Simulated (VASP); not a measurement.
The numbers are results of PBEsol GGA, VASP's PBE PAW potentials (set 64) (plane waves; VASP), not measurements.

A VASP calculation is set up with these files.

POSCAR:
```
TiO2
1
   -2.9416998741     3.2510678104     3.2516817365
    2.9416998741    -3.2510678104     3.2516817365
    2.9416998741     3.2510678104    -3.2516817365
Ti O
4 8
Direct
  0.5043467388   0.7543467388   0.7500000000
  0.4956532612   0.2456532612   0.2500000000
  0.0000000000   1.0000000000   0.5000000000
  0.0000000000   0.5000000000   0.0000000000
  0.3045122245   0.3044187431   0.4999065186
  0.6954877755   0.6955812569   0.5000934814
  0.3045122245   0.8046057059   0.0000934814
  0.6954877755   0.1953942941   0.9999065186
  0.1956865750   0.2502426995   0.9454438754
  0.8043134250   0.7497573005   0.0545561246
  0.8047988241   0.2502426995   0.5545561246
  0.1952011759   0.7497573005   0.4454438754
```

### INCAR
```
ALGO  =  Normal
EDIFF  =  1E-6
EDIFFG  =  -0.02
ENCUT  =  520
GGA  =  PS
IBRION  =  2
ISIF  =  3
ISMEAR  =  0
LASPH  =  .TRUE.
LCHARG  =  .FALSE.
LMAXMIX  =  4
LREAL  =  .FALSE.
LWAVE  =  .FALSE.
NELM  =  100
NSW  =  60
PREC  =  Accurate
SIGMA  =  0.05
SYSTEM  =  TiO2
```

File KPOINTS:
```
Automatic mesh
0
Gamma
5 5 5
0 0 0
```

POTCAR, in this order: Ti_sv O (PBE.64 set). Program: vasp_std.

What VASP printed:

**OSZICAR**
```
       N       E                     dE             d eps       ncg     rms          rms(c)
DAV:   1     0.152985727888E+04    0.15299E+04   -0.48367E+04  3126   0.202E+03
DAV:   2     0.183617841626E+03   -0.13462E+04   -0.12910E+04  3121   0.626E+02
DAV:   3    -0.120762386715E+03   -0.30438E+03   -0.29494E+03  4011   0.252E+02
DAV:   4    -0.143866901947E+03   -0.23105E+02   -0.23041E+02  4476   0.763E+01
DAV:   5    -0.145166004629E+03   -0.12991E+01   -0.12986E+01  4719   0.147E+01    0.460E+01
DAV:   6    -0.113276371565E+03    0.31890E+02   -0.21504E+02  4281   0.101E+02    0.179E+01
DAV:   7    -0.112524764647E+03    0.75161E+00   -0.30930E+01  4217   0.310E+01    0.114E+01
DAV:   8    -0.112592393882E+03   -0.67629E-01   -0.83415E+00  4145   0.196E+01    0.609E+00
DAV:   9    -0.112191285868E+03    0.40111E+00   -0.38238E+00  4277   0.126E+01    0.180E+00
DAV:  10    -0.112198156964E+03   -0.68711E-02   -0.26978E-01  3909   0.290E+00    0.398E-01
DAV:  11    -0.112196246655E+03    0.19103E-02   -0.19526E-02  3850   0.742E-01    0.123E-01
DAV:  12    -0.112196577991E+03   -0.33134E-03   -0.16663E-03  4595   0.237E-01    0.120E-01
DAV:  13    -0.112196377065E+03    0.20093E-03   -0.79511E-04  4522   0.180E-01    0.366E-02
DAV:  14    -0.112196374940E+03    0.21251E-05   -0.74533E-05  4459   0.622E-02    0.921E-03
DAV:  15    -0.112196376765E+03   -0.18251E-05   -0.17284E-05  4336   0.259E-02    0.728E-03
DAV:  16    -0.112196376153E+03    0.61150E-06   -0.52676E-06  3395   0.140E-02
   1 F= -.11219638E+03 E0= -.11219638E+03  d E =-.112196E+03
       N       E                     dE             d eps       ncg     rms          rms(c)
DAV:   1    -0.112197868233E+03   -0.14915E-02   -0.18726E-01  3554   0.393E+00    0.388E-01
DAV:   2    -0.112197460374E+03    0.40786E-03   -0.21707E-02  4017   0.949E-01    0.206E-01
DAV:   3    -0.112196856225E+03    0.60415E-03   -0.36391E-03  3789   0.311E-01    0.650E-02
DAV:   4    -0.112196838098E+03    0.18127E-04   -0.79172E-04  4674   0.133E-01    0.465E-02
DAV:   5    -0.112196850942E+03   -0.12843E-04   -0.86368E-05  4371   0.624E-02    0.231E-02
DAV:   6    -0.112196871795E+03   -0.20854E-04   -0.30909E-05  5004   0.198E-02    0.147E-02
DAV:   7    -0.112196877317E+03   -0.55213E-05   -0.10931E-05  4201   0.176E-02    0.507E-03
DAV:   8    -0.112196877956E+03   -0.63888E-06   -0.92836E-07  2292   0.680E-03
   2 F= -.11219688E+03 E0= -.11219688E+03  d E =-.501802E-03
       N       E                     dE             d eps       ncg     rms          rms(c)
DAV:   1    -0.112197025521E+03   -0.14820E-03   -0.25628E-02  3523   0.146E+00    0.143E-01
DAV:   2    -0.112196970400E+03    0.55121E-04   -0.29633E-03  3924   0.351E-01    0.760E-02
DAV:   3    -0.112196888815E+03    0.81585E-04   -0.49744E-04  3782   0.115E-01    0.239E-02
DAV:   4    -0.112196887121E+03    0.16941E-05   -0.10939E-04  4643   0.495E-02    0.173E-02
DAV:   5    -0.112196889484E+03   -0.23636E-05   -0.11684E-05  4113   0.228E-02    0.873E-03
DAV:   6    -0.112196893144E+03   -0.36599E-05   -0.38674E-06  3363   0.754E-03    0.494E-03
DAV:   7    -0.112196894276E+03   -0.11316E-05   -0.15107E-06  2375   0.688E-03    0.170E-03
DAV:   8    -0.112196894397E+03   -0.12070E-06   -0.62412E-07  2001   0.470E-03
   3 F= -.11219689E+03 E0= -.11219689E+03  d E =-.518243E-03
       N       E                     dE             d eps       ncg     rms          rms(c)
DAV:   1    -0.112196234694E+03    0.65958E-03   -0.11278E-01  3698   0.338E+00    0.143E-01
DAV:   2    -0.112197250375E+03   -0.10157E-02   -0.13086E-02  3168   0.613E-01    0.973E-02
DAV:   3    -0.112197194868E+03    0.55507E-04   -0.63107E-04  4337   0.154E-01    0.412E-02
DAV:   4    -0.112197175365E+03    0.19503E-04   -0.93692E-05  4281   0.561E-02    0.114E-02
DAV:   5    -0.112197176102E+03   -0.73665E-06   -0.16369E-05  4244   0.234E-02    0.717E-03
DAV:   6    -0.112197175977E+03    0.12465E-06   -0.11248E-06  2204   0.843E-03
   4 F= -.11219718E+03 E0= -.11219718E+03  d E =-.281580E-03
       N       E                     dE             d eps       ncg     rms          rms(c)
DAV:   1    -0.112196932062E+03    0.24404E-03   -0.32989E-02  3686   0.184E+00    0.768E-02
DAV:   2    -0.112197231426E+03   -0.29936E-03   -0.38372E-03  3167   0.332E-01    0.517E-02
DAV:   3    -0.112197216136E+03    0.15290E-04   -0.18623E-04  4346   0.828E-02    0.219E-02
DAV:   4    -0.112197210559E+03    0.55778E-05   -0.27392E-05  4282   0.302E-02    0.635E-03
DAV:   5    -0.112197210531E+03    0.27670E-07   -0.44375E-06  3516   0.127E-02
   5 F= -.11219721E+03 E0= -.11219721E+03  d E =-.316134E-03
       N       E                     dE             d eps       ncg     rms          rms(c)
DAV:   1    -0.112196848807E+03    0.36175E-03   -0.61294E-02  3707   0.265E+00    0.889E-02
DAV:   2    -0.112197477000E+03   -0.62819E-03   -0.78378E-03  3140   0.466E-01    0.502E-02
DAV:   3    -0.112197472146E+03    0.48533E-05   -0.37164E-04  4264   0.113E-01    0.251E-02
DAV:   4    -0.112197466179E+03    0.59668E-05   -0.51009E-05  4670   0.514E-02    0.128E-02
DAV:   5    -0.112197465762E+03    0.41749E-06   -0.13942E-05  4336   0.249E-02    0.683E-03
DAV:   6    -0.112197465749E+03    0.12995E-07   -0.93420E-07  2062   0.660E-03
   6 F= -.11219747E+03 E0= -.11219747E+03  d E =-.255218E-03
       N       E                     dE             d eps       ncg     rms          rms(c)
DAV:   1    -0.112192250134E+03    0.52156E-02   -0.55153E-01  3710   0.799E+00    0.265E-01
DAV:   2    -0.112197904012E+03   -0.56539E-02   -0.70537E-02  3132   0.139E+00    0.151E-01
DAV:   3    -0.112197851644E+03    0.52369E-04   -0.33090E-03  4254   0.332E-01    0.761E-02
DAV:   4    -0.112197796304E+03    0.55340E-04   -0.45571E-04  4665   0.154E-01    0.379E-02
DAV:   5    -0.112197794911E+03    0.13924E-05   -0.12525E-04  4352   0.752E-02    0.201E-02
DAV:   6    -0.112197797753E+03   -0.28420E-05   -0.11680E-05  4404   0.195E-02    0.111E-02
DAV:   7    -0.112197798193E+03   -0.43989E-06   -0.46195E-06  3439   0.137E-02
   7 F= -.11219780E+03 E0= -.11219780E+03  d E =-.587662E-03
```

**OUTCAR**
```
------------------------ aborting loop because EDIFF is reached ----------------------------------------
  FORCE on cell =-STRESS in cart. coord.  units (eV):
  Direction    XX          YY          ZZ          XY          YZ          ZX
  --------------------------------------------------------------------------------------
  Total       -0.1749299     -0.1449844     -0.0809897      0.0000000      0.0000000      0.0000000
  in kB       -2.2543304     -1.8684202     -1.0437176      0.0000000      0.0000000      0.0000000
  external PRESSURE =      -1.7221561 kB  Pullay stress =       0.0000000 kB
  volume of cell :      124.32
      direct lattice vectors                 reciprocal lattice vectors
    -2.943415895  3.249794799  3.249298454     0.000000000  0.153855868  0.153879370
     2.943415895 -3.249794799  3.249298454     0.169870660  0.000000000  0.153879370
     2.943415895  3.249794799 -3.249298454     0.169870660  0.153855868  0.000000000
 POSITION                                       TOTAL-FORCE (eV/Angst)
 -----------------------------------------------------------------------------------
      2.94342      1.62490      1.63615        -0.000000      0.000000     -0.016252
      0.00000      1.62490      1.61314         0.000000     -0.000000      0.016252
      1.47171      1.62490     -1.62465         0.000000     -0.000000      0.000000
      1.47171     -1.62490      1.62465         0.000000     -0.000000      0.000000
      1.47412      1.62490      0.35363        -0.003954     -0.000000     -0.001295
      1.46930      1.62490      2.89567         0.003954     -0.000000      0.001295
      4.41272      1.62490      0.35363         0.003954     -0.000000     -0.001295
     -1.46930      1.62490      2.89567        -0.003954     -0.000000      0.001295
      2.94342      2.89577     -1.62660        -0.000000      0.014315     -0.001048
      0.00000      0.35402      4.87590         0.000000     -0.014315      0.001048
      0.00000      3.60382      1.62270        -0.000000     -0.014315     -0.001048
      2.94342     -0.35402      1.62660         0.000000      0.014315      0.001048
 -----------------------------------------------------------------------------------
    total drift:                                0.000000      0.000000     -0.000000
  FREE ENERGIE OF THE ION-ELECTRON SYSTEM (eV)
  ---------------------------------------------------
  free  energy   TOTEN  =      -112.1977981931 eV

  energy  without entropy=     -112.1977981931  energy(sigma->0) =     -112.19779819

 reached required accuracy - stopping structural energy minimisation
```
(Selected blocks of OUTCAR.)

CONTCAR:
```
TiO2
   1.00000000000000
    -2.9434158946745432    3.2497947989271032    3.2492984536973499
     2.9434158946745432   -3.2497947989271032    3.2492984536973499
     2.9434158946745432    3.2497947989271032   -3.2492984536973499
  Ti              O
     4     8
Direct
     0.5017704370561588    0.7517704370561588    0.7500000000000000
     0.4982295629438412    0.2482295629438413    0.2500000000000000
     0.0000000000000000    0.0000000000000000    0.5000000000000000
     0.0000000000000000    0.5000000000000000    0.0000000000000000
     0.3044164543983814    0.3048255220424995    0.5004090676441181
     0.6955835456016186    0.6951744779575004    0.4995909323558819
     0.3044164543983814    0.8040073867542633    0.9995909323558819
     0.6955835456016186    0.1959926132457368    0.0004090676441182
     0.1952311250142705    0.2496996787270939    0.9455314461871749
     0.8047688749857295    0.7503003212729061    0.0544685538128252
     0.8041682325399190    0.2496996787270939    0.5544685538128251
     0.1958317674600809    0.7503003212729061    0.4455314461871748
```

File OUTCAR:
```
 val. band max:        4.7683273585   @ k =   0.0000   0.0000   0.0000

 cond. band min:       6.6006765958   @ k =   0.0000   0.0000   0.0000


 Fermi energy:         5.1032007893

 k-point     1 :       0.0000    0.0000    0.0000
  band No.  band energies     occupation
      1     -51.8684      2.00000
      2     -51.8503      2.00000
      3     -51.8161      2.00000
      4     -51.8142      2.00000
      5     -28.5430      2.00000
      6     -28.5412      2.00000
      7     -28.2960      2.00000
      8     -28.2949      2.00000
      9     -28.1479      2.00000
     10     -28.1468      2.00000
     11     -28.1268      2.00000
     12     -28.1247      2.00000
     13     -28.1235      2.00000
     14     -28.1232      2.00000
     15     -28.0800      2.00000
     16     -28.0452      2.00000
     17     -13.3923      2.00000
     18     -12.1939      2.00000
     19     -12.0681      2.00000
     20     -12.0672      2.00000
     21     -11.7576      2.00000
     22     -11.7554      2.00000
     23     -11.4380      2.00000
     24     -11.4364      2.00000
     25      -1.0869      2.00000
     26      -0.6460      2.00000
     27      -0.2607      2.00000
     28      -0.0464      2.00000
     29      -0.0451      2.00000
     30       0.1361      2.00000
     31       0.1364      2.00000
     32       0.9281      2.00000
     33       0.9291      2.00000
     34       1.2072      2.00000
     35       1.2083      2.00000
     36       1.9937      2.00000
     37       1.9944      2.00000
     38       2.1612      2.00000
     39       2.1614      2.00000
     40       2.7983      2.00000
     41       3.4611      2.00000
     42       3.4645      2.00000
     43       4.0808      2.00000
     44       4.0890      2.00000
     45       4.0892      2.00000
     46       4.3123      2.00000
     47       4.3123      2.00000
     48       4.7683      2.00000
     49       6.6007      0.00000
     50       6.8808      0.00000
     51       7.1738      0.00000
...
```

The structure comes from a computed database's TiO2 entry (Imma); how it stands against other phases isn't given here. This run relaxes it. Symmetry was kept, so distortions that lower it aren't found. The start is the result of an earlier pass.
